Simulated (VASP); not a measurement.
# AlB2C2 (P6/mmm) in VASP: further runs

One crystal, AlB2C2, is run at these levels: PBE; tasks: single point, relaxation of cell and atoms.

Program: VASP 6.6.1. These are calculated values, not measurements. Logs are shortened: lines on timing, memory, paths and dates and some standing lists are left out, and cuts for length are marked.

**1. The cell of the first run**

The structure is hexagonal, space group P6/mmm (No. 191). The conventional cell has a = 3.371 Å, b = 3.371 Å, c = 5.687 Å, α = 90.00°, β = 90.00°, γ = 120.00°. Around Al (site symmetry 6/mmm) lie 6 B at 1.95 Å. B (site symmetry -6m2) has 3 B at 1.95 Å and 3 Al at 1.95 Å as nearest neighbours. C (site symmetry -6m2) is surrounded by 3 C at 1.95 Å.

The cell was built by a generator and needn't be a form met in nature.

**2. Single point, PBE (random cell by space group and Wyckoff sites (P6/mmm, No. 191))**

Contents of INCAR:

```
PREC = Accurate
ENCUT = 520
EDIFF = 1E-6
ISMEAR = 0
SIGMA = 0.1
LREAL = F
LASPH = T
NELM = 100
ALGO = Fast
ISIF = 2
LWAVE = F
LCHARG = F
GGA = PE
NBANDS = 16
```

Contents of KPOINTS:

```
Automatic mesh
0
Gamma
  6 6 4
```

Contents of POSCAR:

```
AlB2C2
1.0
    3.3706743100      0.0000000000      0.0000000000
   -1.6853371600      2.9190895800      0.0000000000
    0.0000000000      0.0000000000      5.6873995300
Al B C
1 2 2
Direct
    0.0000000000      0.0000000000      0.5000000000
    0.3333333300      0.6666666700      0.5000000000
    0.6666666700      0.3333333300      0.5000000000
    0.3333333300      0.6666666700      0.0000000000
    0.6666666700      0.3333333300      0.0000000000
```

Potentials or basis: VASP PAW PBE potentials, release 64 (Al, B, C).

Started as:

```bash
$ cat potpaw_PBE.64/Al/POTCAR potpaw_PBE.64/B/POTCAR potpaw_PBE.64/C/POTCAR > POTCAR
$ mpirun -np 1 vasp_std > vasp.out
```

OUTCAR:

```text
PREC = Accurate
   ENCUT = 520
   EDIFF = 1E-6
   ISMEAR = 0
   LREAL = F
   LASPH = T
   NELM = 100
   ISIF = 2
   GGA = PE

 ion  position               nearest neighbor table
   1  0.000  0.000  0.500-   2 1.95   3 1.95   3 1.95   2 1.95   3 1.95   2 1.95
   2  0.333  0.667  0.500-   3 1.95   3 1.95   1 1.95   1 1.95   1 1.95   3 1.95
   3  0.667  0.333  0.500-   2 1.95   2 1.95   1 1.95   1 1.95   1 1.95   2 1.95
   4  0.333  0.667  0.000-   5 1.95   5 1.95   5 1.95
   5  0.667  0.333  0.000-   4 1.95   4 1.95   4 1.95

  LATTYP: Found a hexagonal cell.
 ALAT       =     3.3706743100
 C/A-ratio  =     1.6873180281

  Lattice vectors:

 A1 = (   3.3706743100,   0.0000000000,   0.0000000000)
 A2 = (  -1.6853371600,   2.9190895800,   0.0000000000)
 A3 = (   0.0000000000,   0.0000000000,   5.6873995300)

Analysis of symmetry for initial positions (statically):
=====================================================================
 Subroutine PRICEL returns:
 Original cell was already a primitive cell.

 Routine SETGRP: Setting up the symmetry group for a
 hexagonal supercell.

 Subroutine GETGRP returns: Found 24 space group operations
 (whereof 24 operations were pure point group operations)
 out of a pool of 24 trial point group operations.

The static configuration has the point symmetry D_6h.

Analysis of symmetry for dynamics (positions and initial velocities):
=====================================================================
 Subroutine PRICEL returns:
 Original cell was already a primitive cell.

 Routine SETGRP: Setting up the symmetry group for a
 hexagonal supercell.

 Subroutine GETGRP returns: Found 24 space group operations
 (whereof 24 operations were pure point group operations)
 out of a pool of 24 trial point group operations.

The dynamic configuration has the point symmetry D_6h.

 Subroutine INISYM returns: Found 24 space group operations
 (whereof 24 operations are pure point group operations),
 and found     1 'primitive' translations

----------------------------------------------------------------------------------------

                                     Primitive cell

  volume of cell :      55.9600

  direct lattice vectors                    reciprocal lattice vectors
     3.370674310  0.000000000  0.000000000     0.296676542  0.171286282  0.000000000
    -1.685337160  2.919089580  0.000000000     0.000000000  0.342572563  0.000000000
     0.000000000  0.000000000  5.687399530     0.000000000  0.000000000  0.175827282
[... 92 lines left out ...]
   ISIF   =      2    stress and relaxation
   ISYM   =      2    0-nonsym 1-usesym 2-fastsym
   POTIM  = 0.5000    time-step for ionic-motion
   TEBEG  =    0.0;   TEEND  =   0.0 temperature during run
   PSTRESS=    0.0 pullay stress
   NELECT =      17.0000    total number of electrons
   NUPDOWN=      -1.0000    fix difference up-down
   EMIN   =  10.00;   EMAX   =-10.00  energy-range for DOS
   EFERMI =   0.00;   METHOD = LEGACY
   ISMEAR =     0;   SIGMA  =   0.10  broadening in eV -4-tet -1-fermi 0-gaus
   EFERMI_NEDOS =   21; number of points for ismear=-14 and -15
   IALGO  =     68    algorithm
   IMIX   =      4    mixing-type and parameters
     AMIX     =   0.40;   BMIX     =  1.00
     AMIX_MAG =   1.60;   BMIX_MAG =  1.00
  volume/ion in A,a.u.               =      11.19        75.53
  Fermi-wavevector in a.u.,A,eV,Ry     =   1.100521  2.079684 16.478660  1.211147
  Thomas-Fermi vector in A             =   2.236934
   LORBIT       =      0    0 simple, 1 ext, 2 COOP (PROOUT), +10 PAW based schemes
   GGA     = PE    functional components
   LHFCALC =     F    Hartree Fock is set to
   AEXX    =    0.0000 exact exchange contribution
   IVDW    =     0    specifies the selected vdW correction
   LEPSILON=     F    determine dielectric tensor
   LRPA    =     F    only Hartree local field effects (RPA)
 non-spin polarized calculation
 RMM-DIIS sequential band-by-band and
 Gauss-broadening in eV      SIGMA  =   0.10
  energy-cutoff  :      520.00
  volume of cell :       55.96
 maximum number of plane-waves:      1533
 NGX is ok and might be reduce to    28
   NGX = 13   NGY = 13   NGZ = 21

 number of electron      17.0000000 magnetization

 Free energy of the ion-electron system (eV)
  ---------------------------------------------------
  ext. energy  EPLUGINS =         0.00000000
  ---------------------------------------------------
  free energy    TOTEN  =       -23.86873492 eV

  energy without entropy =      -23.86597201  energy(sigma->0) =      -23.86735346

 E-fermi :   5.2043     XC(G=0): -10.2904

 val. band max:        5.1266847000   @ k =   0.0000   0.0000   0.5000
 cond. band min:       5.3527545558   @ k =   0.1667  -0.0000   0.5000
 fundamental gap:      0.2260698558
 Fermi energy:         5.2042512854

 k-point     1 :       0.0000    0.0000    0.0000
  band No.  band energies     occupation
      1      -9.4642      2.00000
      2      -7.7168      2.00000
      3      -1.5873      2.00000
      4       1.2111      2.00000
      5       1.2111      2.00000
      6       2.7489      2.00000
[... 376 lines left out ...]
      3      -4.8209      2.00000
      4      -4.8209      2.00000
      5      -3.7437      2.00000
      6      -0.3609      2.00000
[... 8 lines left out ...]
     15       9.6843      0.00000
     16      10.1175      0.00000

------------------------ aborting loop because EDIFF is reached ----------------------------------------

  FORCE on cell =-STRESS in cart. coord.  units (eV):
  Direction    XX          YY          ZZ          XY          YZ          ZX
  --------------------------------------------------------------------------------------
  -------------------------------------------------------------------------------------
  Total       -1.9811412     -1.9811412     -1.8753265      0.0000000      0.0000000     -0.0000000
  in kB      -56.7215453    -56.7215453    -53.6919934      0.0000001      0.0000000     -0.0000000
  external PRESSURE =     -55.7116946 kB  Pullay stress =       0.0000000 kB

 VOLUME and BASIS-vectors are now :
 -----------------------------------------------------------------------------
  energy-cutoff  :      520.00
  volume of cell :       55.96
      direct lattice vectors                 reciprocal lattice vectors
     3.370674310  0.000000000  0.000000000     0.296676542  0.171286282  0.000000000
    -1.685337160  2.919089580  0.000000000     0.000000000  0.342572563  0.000000000
     0.000000000  0.000000000  5.687399530     0.000000000  0.000000000  0.175827282

 POSITION                                       TOTAL-FORCE (eV/Angst)
 -----------------------------------------------------------------------------------
      0.00000      0.00000      2.84370         0.000000      0.000000      0.000000
     -0.00000      1.94606      2.84370        -0.000000      0.000000     -0.000000
      1.68534      0.97303      2.84370        -0.000000      0.000000      0.000000
     -0.00000      1.94606      0.00000        -0.000000     -0.000000      0.000000
      1.68534      0.97303      0.00000         0.000000      0.000000      0.000000
 -----------------------------------------------------------------------------------
    total drift:                                0.000000      0.000000     -0.000000

  FREE ENERGIE OF THE ION-ELECTRON SYSTEM (eV)
  ---------------------------------------------------
  free  energy   TOTEN  =       -23.8687349166 eV

  energy  without entropy=      -23.8659720090  energy(sigma->0) =      -23.86735346
```

stdout:

```text
POSCAR found type information on POSCAR AlB C
 POSCAR found :  3 types and       5 ions
 scaLAPACK will be used
 LDA part: xc-table for (Slater+PW92), standard interpolation
 POSCAR, INCAR and KPOINTS ok, starting setup
 FFT: planning ... GRIDC
 FFT: planning ... GRID_SOFT
 FFT: planning ... GRID
 WAVECAR not read
 entering main loop
```

Wall time 12 s (1 thread of Intel Xeon 6975P-C (Granite Rapids), shared host); peak memory 0.17 GiB.

What came out:

| Quantity | Value |
| --- | --- |
| Free energy | -23.8687 eV |
| Pressure | -5.6 GPa |
| Band gap on the k mesh | none (metal or under the smearing width) |

Stress tensor (GPa, compression positive):
```
-5.67  0.00  0.00
 0.00 -5.67  0.00
 0.00  0.00 -5.37
```

Levels at points of the mesh, in eV from the Fermi level:
```csv
k point,band 6,band 7,band 8,band 9,band 10,band 11,band 12,band 13
"(0.00, 0.00, 0.00)",-2.46,-2.46,-2.17,-0.69,-0.11,-0.11,2.94,3.64
"(0.50, 0.00, 0.00)",-3.84,-3.83,-1.98,-0.71,1.03,1.28,2.67,5.43
"(0.00, 0.00, 0.50)",-3.47,-2.55,-2.55,-2.15,-0.08,-0.08,2.38,3.53
"(0.50, 0.00, 0.50)",-3.96,-1.77,-1.32,-0.49,-0.29,0.43,0.74,6.11
```

**3. Single point, PBE (random cell by space group and Wyckoff sites (P6/mmm, No. 191))**

Contents of INCAR:

```
PREC     = Accurate       # precision mode
ENCUT    = 520            # plane-wave cutoff, eV
EDIFF    = 1E-6           # SCF threshold, eV
ISMEAR   = 0              # smearing method
SIGMA    = 0.1            # smearing width, eV
LREAL    = F              # projectors in reciprocal space
LASPH    = T              # aspherical terms in the spheres
NELM     = 80             # most SCF steps
ALGO     = Normal         # electronic algorithm
ISIF     = 2              # what is computed and relaxed
LWAVE    = F              # write WAVECAR
LCHARG   = F              # write CHGCAR
GGA      = PE             # functional
NBANDS   = 16             # bands
```

Contents of KPOINTS:

```
regular mesh
0
Gamma
  6 6 6
```

Contents of POSCAR:

```
AlB2C2
1.0
    5.2296612700      0.0000000000      0.0000000000
   -2.6148306350      4.5290195130      0.0000000000
    0.0000000000      0.0000000000      2.8058234734
Al B C
1 2 2
Direct
    0.0000000000      0.0000000000      0.5000000000
    0.3333333333      0.6666666667      0.5000000000
    0.6666666667      0.3333333333      0.5000000000
    0.3333333333      0.6666666667      0.0000000000
    0.6666666667      0.3333333333      0.0000000000
```

Potentials or basis: VASP PAW PBE potentials, release 64 (Al, B, C).

Started as:

```bash
$ cat potpaw_PBE.64/Al/POTCAR potpaw_PBE.64/B/POTCAR potpaw_PBE.64/C/POTCAR > POTCAR
$ mpirun -np 1 vasp_std > vasp.out
```

Wall time 18 s (1 thread of Intel Xeon 6975P-C (Granite Rapids), shared host); peak memory 0.19 GiB.

The run converged. Its results:

- Free energy: -30.9278 eV
- Pressure: -0.1 GPa
- Band gap on the k mesh: none (metal or under the smearing width)

Stress tensor (GPa, compression positive):
```
 0.01  0.00  0.00
 0.00  0.01  0.00
 0.00  0.00 -0.44
```

Levels at points of the mesh, in eV from the Fermi level:
```csv
k point,band 6,band 7,band 8,band 9,band 10,band 11,band 12,band 13
"(0.00, 0.00, 0.00)",-4.60,-4.58,-3.21,-3.21,3.18,3.18,6.17,9.40
"(0.50, 0.00, 0.00)",-5.30,-2.76,-1.91,-1.90,2.32,3.03,6.72,8.22
"(0.00, 0.00, 0.50)",-0.72,-0.50,-0.09,0.60,0.60,0.74,0.74,1.57
"(0.50, 0.00, 0.50)",-1.86,-1.20,-0.40,0.74,1.48,1.51,2.21,3.66
```

Caveat: the k mesh is coarse (spacing up to 0.37 Å⁻¹), so the values aren't converged.

**4. Relaxation of cell and atoms, PBE (random cell by space group and Wyckoff sites (P6/mmm, No. 191))**

Contents of INCAR:

```
SYSTEM = AlB2C2
  PREC = Accurate
  ENCUT = 600
  EDIFF = 1E-7
  ISMEAR = 0
  SIGMA = 0.1
  LREAL = .False.
  LASPH = .True.
  NELM = 100
  ALGO = Normal
  ISIF = 3
  LWAVE = .False.
  LCHARG = .False.
  GGA = PE
  IBRION = 2
  NSW = 90
  EDIFFG = -0.04
```

Contents of KPOINTS:

```
regular mesh
0
Gamma
  6 6 6
  0 0 0
```

POSCAR, as its differences from that of step 3:

```diff
@@ -2,5 +2,5 @@
 1.0
-    5.2296612700      0.0000000000      0.0000000000
-   -2.6148306350      4.5290195130      0.0000000000
-    0.0000000000      0.0000000000      2.8058234734
+    5.3827268008      0.0000000000      0.0000000000
+   -2.6913634004      4.6615781511      0.0000000000
+    0.0000000000      0.0000000000      2.8005235953
 Al B C
```

Started as:

```bash
$ cat potpaw_PBE.64/Al/POTCAR potpaw_PBE.64/B/POTCAR potpaw_PBE.64/C/POTCAR > POTCAR
$ mpirun -np 1 vasp_std > vasp.out
```

It took 2.4 min on 1 thread of Intel Xeon 6975P-C (Granite Rapids), shared host; peak memory 0.25 GiB.

The run converged. Its results:

| Property | Result |
| --- | --- |
| Free energy | -30.9357 eV |
| Relaxed volume | 13.27 Å³/atom |
| Relaxed cell | a = 5.227 Å, b = 5.227 Å, c = 2.804 Å, α = 90.00°, β = 90.00°, γ = 120.00° |
| Space group after relaxing (to 0.05 Å) | P6/mmm (No. 191) |
| Energy gained by relaxing | 3.9 meV/atom |
| Ionic steps | 13 |
| Pressure after relaxing | 0.0 GPa |
| Band gap on the k mesh | none (metal or under the smearing width) |

The path:
```csv
step,energy change (eV),largest force (eV/Å),pressure (GPa),volume (Å³)
1,0.0000,0.0000,-0.47,70.27
2,-0.0035,0.0000,-1.50,69.85
3,-0.0035,0.0000,-1.59,69.81
4,-0.0053,0.0000,-1.52,69.54
5,-0.0104,0.0000,-1.31,68.75
6,-0.0178,0.0000,-0.77,67.16
7,-0.0151,0.0000,0.32,64.06
8,-0.0170,0.0000,0.06,65.05
9,-0.0188,0.0000,-0.32,66.10
10,-0.0188,0.0000,-0.48,66.49
11,-0.0189,0.0000,-0.42,66.33
12,-0.0192,0.0000,0.12,66.37
13,-0.0193,0.0000,-0.03,66.36
```

Final structure:
```
Al B C
1.0
     5.22732    0.00000    0.00000
    -2.61366    4.52699    0.00000
     0.00000    0.00000    2.80406
Al B C
1 2 2
Cartesian
  0.0000 0.0000 1.4020
  0.0000 3.0180 1.4020
  2.6137 1.5090 1.4020
  0.0000 3.0180 0.0000
  2.6137 1.5090 0.0000
```

Levels at points of the mesh, in eV from the Fermi level:
| k point | band 5 | band 6 | band 7 | band 8 | band 9 | band 10 | band 11 | band 12 |
| --- | --- | --- | --- | --- | --- | --- | --- | --- |
| (0.00, 0.00, 0.00) | -4.61 | -4.61 | -4.59 | -3.21 | -3.21 | 3.19 | 3.19 | 6.19 |
| (0.50, 0.00, 0.00) | -5.48 | -5.31 | -2.76 | -1.92 | -1.90 | 2.32 | 3.04 | 6.72 |
| (0.00, 0.00, 0.50) | -0.72 | -0.72 | -0.50 | -0.08 | 0.60 | 0.60 | 0.74 | 0.74 |
| (0.50, 0.00, 0.50) | -2.02 | -1.85 | -1.20 | -0.40 | 0.74 | 1.48 | 1.51 | 2.22 |

Caveat: the k mesh is coarse (spacing up to 0.37 Å⁻¹), so the values aren't converged.

**5. The runs side by side**

```csv
task,cell,k mesh,cutoff (eV),mesh quality,gap on the mesh (eV),pressure (GPa)
single point,"random cell by space group and Wyckoff sites (P6/mmm, No. 191)",6 × 6 × 4,520,not flagged,none,-5.6
single point,"random cell by space group and Wyckoff sites (P6/mmm, No. 191)",6 × 6 × 6,520,coarse,none,-0.1
relaxation of cell and atoms,"relaxed from: random cell by space group and Wyckoff sites (P6/mmm, No. 191)",6 × 6 × 6,600,coarse,none,0.0
```

Alike in all rows: level PBE; potentials or basis VASP PAW PBE potentials, release 64 (Al, B, C); no spin polarisation; smearing gaussian 0.1 eV.

Caveats: some runs use coarse meshes.

Total energies depend on the potentials used, so only differences within one code and one set of settings carry meaning.
